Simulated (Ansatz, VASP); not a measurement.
# Cross-check of Al2S3O12 (Al2S3O12 (R-3)) between VASP and Ansatz, part 2 of 2

Aim: how closely do two programs agree when they are given the same cell, functional and k mesh? Of the first pair: The structure shown is the start of the Ansatz relaxation below; VASP solves that cell, so the two are compared at the walk's first step.

VASP 6.6.1 and Ansatz 0.2.0.

So far. Step 3 (VASP: single point, PBEsol, start cell, pair 1): The run ends at a pressure of 3.35 GPa, with forces up to 0.56 eV/Å.

### Step 4. Side by side

Known differences besides the potentials themselves: the cutoff is 420 eV in Ansatz and 520 eV in VASP (PREC = Accurate, projectors in real space); Ansatz makes its cores anew for this functional, VASP keeps those of its PBE data sets. Total energies have different zeros and are not compared.

Forces on 7 of the 34 atoms, those with the largest forces and the largest differences (eV/Å; atoms numbered as in POSCAR):

| atom | Ansatz x, y, z | VASP x, y, z |
| --- | --- | --- |
| O17 | -0.125, -0.811, -0.037 | -0.090, -0.557, -0.033 |
| O18 | -0.640, 0.513, -0.037 | -0.437, 0.357, -0.033 |
| O19 | 0.765, 0.298, -0.037 | 0.527, 0.200, -0.033 |
| O20 | 0.125, 0.811, 0.037 | 0.090, 0.557, 0.033 |
| O24 | -0.227, -0.238, -0.649 | -0.162, -0.165, -0.445 |
| O33 | -0.765, -0.298, 0.037 | -0.527, -0.200, 0.033 |
| O34 | 0.640, -0.513, 0.037 | 0.437, -0.357, 0.033 |

The forces differ by 111 meV/Å r.m.s., which is 44.2 % of the r.m.s. force of 0.251 eV/Å (both taken over all components).

### Step 5. Ansatz: relaxation, PBEsol

This run makes the geometry at which the two programs are then compared. The cell compared in this pair holds 404.33 Å³, against 396.75 Å³ for the pair before.

The structure compared here is the end of the Ansatz relaxation.

The input, input.yaml:

```yaml
crystal:
  lattice:
    - [4.0106512, 2.3155506, 7.1201826]
    - [-4.0106512, 2.3155506, 7.1201826]
    - [0.0, -4.6311011, 7.1201826]
  atoms:
    - { symbol: Al, position: [0.85661695, 0.85661695, 0.85661695] }
    - { symbol: Al, position: [0.14338305, 0.14338305, 0.14338305] }
    - { symbol: Al, position: [0.64808845, 0.64808845, 0.64808845] }
    - { symbol: Al, position: [0.35191155, 0.35191155, 0.35191155] }
    - { symbol: S, position: [0.03625099, 0.46060602, 0.75155629] }
    - { symbol: S, position: [0.46060602, 0.75155629, 0.03625099] }
    - { symbol: S, position: [0.75155629, 0.03625099, 0.46060602] }
    - { symbol: S, position: [0.53939398, 0.24844371, 0.96374901] }
    - { symbol: S, position: [0.96374901, 0.53939398, 0.24844371] }
    - { symbol: S, position: [0.24844371, 0.96374901, 0.53939398] }
    - { symbol: O, position: [0.45393442, 0.81582634, 0.52403916] }
    - { symbol: O, position: [0.81582634, 0.52403916, 0.45393442] }
    - { symbol: O, position: [0.52403916, 0.45393442, 0.81582634] }
    - { symbol: O, position: [0.54606558, 0.18417366, 0.47596084] }
    - { symbol: O, position: [0.18417366, 0.47596084, 0.54606558] }
    - { symbol: O, position: [0.47596084, 0.54606558, 0.18417366] }
    - { symbol: O, position: [0.10461777, 0.8881144, 0.73617705] }
    - { symbol: O, position: [0.8881144, 0.73617705, 0.10461777] }
    - { symbol: O, position: [0.73617705, 0.10461777, 0.8881144] }
    - { symbol: O, position: [0.89538223, 0.1118856, 0.26382295] }
    - { symbol: O, position: [0.62079093, 0.79513829, 0.00703503] }
    - { symbol: O, position: [0.00703503, 0.62079093, 0.79513829] }
    - { symbol: O, position: [0.79513829, 0.00703503, 0.62079093] }
    - { symbol: O, position: [0.37920907, 0.20486171, 0.99296497] }
    - { symbol: O, position: [0.99296497, 0.37920907, 0.20486171] }
    - { symbol: O, position: [0.20486171, 0.99296497, 0.37920907] }
    - { symbol: O, position: [0.4805021, 0.77146655, 0.84353615] }
    - { symbol: O, position: [0.84353615, 0.4805021, 0.77146655] }
    - { symbol: O, position: [0.77146655, 0.84353615, 0.4805021] }
    - { symbol: O, position: [0.5194979, 0.22853345, 0.15646385] }
    - { symbol: O, position: [0.15646385, 0.5194979, 0.22853345] }
    - { symbol: O, position: [0.22853345, 0.15646385, 0.5194979] }
    - { symbol: O, position: [0.26382295, 0.89538223, 0.1118856] }
    - { symbol: O, position: [0.1118856, 0.26382295, 0.89538223] }
basis:
  ecutwfc: 420
  xc_grid: 2
hamiltonian:
  xc: pbesol
kpoints:
  mp_grid: { grid: [4, 4, 4] }
scf:
  occupations: { method: fermi_dirac, width: 0.01 }
  max_iter: 150
output:
  forces: true
  stress: true
relax:
  f_tol: 0.01
  max_steps: 60
  cell: {}
checkpoint:
  write: "../pbesol.run"
  compress: false
  write_wavefunctions: false
  write_every: 100000
```

Run with:

```bash
$ ansatz run input.yaml --threads 4 --pin off --max-ram 6594MiB --backend cpu --events-out ev --progress --plain --runs-dir out
```

Numbers of over 12 decimals in the logs are rounded to 6 here.

Log:

```text
[...]
Crystal: 34 atoms, lattice volume = 396.745 Å³
Basis set: ecut = 420 eV, 7793 PW (Γ), exchange–correlation on 120×120×120 points (8 copies of the dense FFT grid, shifted against one another)
Bands: 130, of which v1, the nominal top of the filled ones, is band 96 counted from 1 (95 counted from 0)
Symmetry: 6 space group operations
[...]
k-points: 14 of 64
[...]
- { symbol: O, position: [0.475346, 0.544890, 0.184136] }
    - { symbol: O, position: [0.103869, 0.887199, 0.736994] }
    - { symbol: O, position: [0.887199, 0.736994, 0.103869] }
[...]
- { symbol: O, position: [0.157661, 0.520078, 0.226100] }
    - { symbol: O, position: [0.226100, 0.157661, 0.520078] }
    - { symbol: O, position: [0.263006, 0.896131, 0.112801] }
    - { symbol: O, position: [0.112801, 0.263006, 0.896131] }
[key lines of the parts left out:]
SCF converged after 6 iterations
Free energy (F): -20872.585087 eV
Fermi energy:    6.067284 eV
P = ⅓ Tr σ = 0.0290 GPa (0.290 kbar)
```

### Step 6. VASP: single point, PBEsol, relaxed cell, pair 2

The same cell, functional, mesh and smearing now go to VASP, with its own data sets.

The input, INCAR:

```
SYSTEM = Al2S3O12
PREC = Accurate
ENCUT = 600
EDIFF = 1E-06
NELM = 120
ISMEAR = -1
SIGMA = 0.01
LREAL = Auto
ALGO = Normal
GGA = PS
NBANDS = 120
LORBIT = 11
LWAVE = .FALSE.
LCHARG = .FALSE.
ISIF = 2
LASPH = .TRUE.
GGA_COMPAT = .FALSE.
EFERMI = MIDGAP
KPAR = 4
```

The input, POSCAR:

```
Al2S3O12
1.0
    4.0294926830      2.3264287020      7.1885801187
   -4.0294926830      2.3264287020      7.1885801187
    0.0000000000     -4.6528573536      7.1885801350
Al S O
4 6 24
Direct
    0.8559548437      0.8559548437      0.8559548437
    0.1440451563      0.1440451563      0.1440451563
    0.6489028001      0.6489028001      0.6489028001
    0.3510971999      0.3510971999      0.3510971999
    0.0362883637      0.4605388466      0.7514672966
    0.4605388466      0.7514672966      0.0362883637
    0.7514672966      0.0362883637      0.4605388466
    0.5394611534      0.2485327034      0.9637116363
    0.9637116363      0.5394611534      0.2485327034
    0.2485327034      0.9637116363      0.5394611534
    0.4551099347      0.8158644335      0.5246542123
    0.8158644335      0.5246542123      0.4551099347
    0.5246542123      0.4551099347      0.8158644335
    0.5448900653      0.1841355665      0.4753457877
    0.1841355665      0.4753457877      0.5448900653
    0.4753457877      0.5448900653      0.1841355665
    0.1038690519      0.8871988439      0.7369937375
    0.8871988439      0.7369937375      0.1038690519
    0.7369937375      0.1038690519      0.8871988439
    0.8961309481      0.1128011561      0.2630062625
    0.6216749593      0.7928480732      0.0087494364
    0.0087494364      0.6216749593      0.7928480732
    0.7928480732      0.0087494364      0.6216749593
    0.3783250407      0.2071519268      0.9912505636
    0.9912505636      0.3783250407      0.2071519268
    0.2071519268      0.9912505636      0.3783250407
    0.4799223286      0.7738998664      0.8423392340
    0.8423392340      0.4799223286      0.7738998664
    0.7738998664      0.8423392340      0.4799223286
    0.5200776714      0.2261001336      0.1576607660
    0.1576607660      0.5200776714      0.2261001336
    0.2261001336      0.1576607660      0.5200776714
    0.2630062625      0.8961309481      0.1128011561
    0.1128011561      0.2630062625      0.8961309481
```

The input, KPOINTS:

```
Automatic mesh
0
Gamma
4 4 4
0 0 0
```

The projector-augmented-wave data sets are Al, S and O (PBE family, release 64).

Run with:

```bash
$ mpirun -np 4 vasp_std
```

Log:

```text
[banner, memory and clock lines left out]
running    4 mpi-ranks, on    1 nodes
[...]
[... a notice as in an earlier step ...]

 LDA part: xc-table for (Slater+PW92), standard interpolation
 POSCAR, INCAR and KPOINTS ok, starting setup
[...]
entering main loop
       N       E                     dE             d eps       ncg     rms          rms(c)
DAV:   1     0.146799137770E+04    0.14680E+04   -0.11269E+05  3360   0.169E+03
DAV:   2    -0.154951613941E+03   -0.16229E+04   -0.15803E+04  4064   0.369E+02
DAV:   3    -0.262698284675E+03   -0.10775E+03   -0.10710E+03  4008   0.102E+02
DAV:   4    -0.264706848721E+03   -0.20086E+01   -0.19983E+01  4208   0.143E+01
[...]
DAV:  13    -0.233706030404E+03   -0.44874E-04   -0.55691E-05  4064   0.276E-02    0.128E-02
DAV:  14    -0.233706036573E+03   -0.61688E-05   -0.74522E-06  3784   0.144E-02    0.519E-03
DAV:  15    -0.233706037424E+03   -0.85116E-06   -0.12297E-06  2728   0.455E-03
   1 F= -.23370604E+03 E0= -.23370604E+03  d E =0.000000E+00
```

From OUTCAR (step 6):

```text
  Total       -3.4721549     -3.4721549     -3.4001404      0.0000006      0.0000000      0.0000000
  in kB      -13.7586302    -13.7586302    -13.4732682      0.0000025      0.0000000      0.0000000
  external PRESSURE =     -13.6635095 kB  Pullay stress =       0.0000000 kB

 POSITION                                       TOTAL-FORCE (eV/Angst)
 -----------------------------------------------------------------------------------
      0.00000      0.00000     18.45930         0.000000      0.000000      0.044772
      0.00000      0.00000      3.10644         0.000000     -0.000000     -0.044772
      0.00000      0.00000     13.99407         0.000000     -0.000000     -0.038788
      0.00000      0.00000      7.57167         0.000000      0.000000      0.038788
     -1.70951     -2.34064      8.97347         0.061063     -0.005267      0.032677
     -1.17229      2.65080      8.97347        -0.035093     -0.050248      0.032677
      2.88181     -0.31016      8.97347        -0.025970      0.055516      0.032677
      1.17229     -2.65080     12.59228         0.035093      0.050248     -0.032677
      1.70951      2.34064     12.59228        -0.061063      0.005267     -0.032677
     -2.88181      0.31016     12.59228         0.025970     -0.055516     -0.032677
     -1.45366      0.51569     12.90802        -0.178197     -0.033505     -0.022788
      1.17343      1.00106     12.90802         0.060082      0.171075     -0.022788
      0.28023     -1.51675     12.90802         0.118114     -0.137570     -0.022788
      1.45366     -0.51569      8.65772         0.178197      0.033505      0.022788
[...]
-----------------------------------------------------------------------------------
    total drift:                               -0.000000     -0.000000      0.000000

  FREE ENERGIE OF THE ION-ELECTRON SYSTEM (eV)
  ---------------------------------------------------
  free  energy   TOTEN  =      -233.7060374241 eV

  energy  without entropy=     -233.7060374241  energy(sigma->0) =     -233.70603742

[... 1 part as in an earlier step ...]

[... 2 further parts left out ...]
[key lines of the parts left out:]
E-fermi :   4.2932
```

The run ends at a pressure of -1.37 GPa, with forces up to 0.20 eV/Å.

### Step 7. Side by side

What differs besides the data sets and the points named for the pairs above, as far as they apply: the cutoff is 420 eV in Ansatz and 600 eV in VASP (PREC = Accurate, projectors in real space); Ansatz's pressure holds a Pulay correction, VASP's none. Total energies have different zeros and are not compared.

The two programs side by side:

| quantity | Ansatz | VASP | difference |
| --- | --- | --- | --- |
| pressure (GPa) | 0.03 | -1.37 | +1.40 |
| gap on the k mesh (eV) | 6.224 | 6.178 | +0.046 |

Forces on 7 of the 34 atoms, those with the largest forces and the largest differences (eV/Å; atoms numbered as in POSCAR):

| atom | Ansatz x, y, z | VASP x, y, z |
| --- | --- | --- |
| O17 | -0.002, -0.006, 0.002 | 0.023, 0.199, 0.004 |
| O18 | -0.004, 0.005, 0.002 | 0.161, -0.120, 0.004 |
| O19 | 0.006, 0.001, 0.002 | -0.184, -0.079, 0.004 |
| O20 | 0.002, 0.006, -0.002 | -0.023, -0.199, -0.004 |
| O26 | 0.002, 0.000, -0.002 | 0.021, -0.073, 0.169 |
| O33 | -0.006, -0.001, -0.002 | 0.184, 0.079, -0.004 |
| O34 | 0.004, -0.005, -0.002 | -0.161, 0.120, -0.004 |

The forces differ by 91 meV/Å r.m.s., where the r.m.s. force is 0.003 eV/Å in Ansatz and 0.090 eV/Å in VASP: the atoms lie near their places of rest in Ansatz, so a percentage would say little (all taken over all components). A gap on the mesh is an upper bound, since the band edges may lie between its points.

### Step 8. Outcome

```
r.m.s. force difference (single point, PBEsol, start cell, pair 1)           : 44 % of the r.m.s. force
r.m.s. force difference (single point, PBEsol, relaxed cell, pair 2)         : 91 meV/Å
difference in pressure (single point, PBEsol, relaxed cell, pair 2)          : 1.4 GPa
difference in gap on the k mesh (single point, PBEsol, relaxed cell, pair 2) : 0.046 eV
```

**Reading.** The r.m.s. force difference is 44 % of the r.m.s. force (single point, PBEsol, start cell, pair 1), beyond the 3 % picked in this series as the mark of a large difference. What causes the difference of the single point, PBEsol, start cell, pair 1 pair stays open here. By the marks of this series, far apart in the single point, PBEsol, relaxed cell, pair 2 pair: the r.m.s. force difference, 91 meV/Å and the difference in pressure, 1.4 GPa. What causes the difference of the single point, PBEsol, relaxed cell, pair 2 pair stays open here. How closely two codes agree says nothing of how well the functional describes the real material.

[Lines on the potential files, build, host, timing and source positions are cut from VASP's logs without a mark.]

[Logs are printed without paths, hosts, clocks, repeated set-up lines and the standing remarks that a program may print on its own settings, such as how far it seeks lower states.]

[Hosts, paths, dates, database ids (printed as entryN), source tags and the programs' standing remarks are cut or masked in the printed files.]
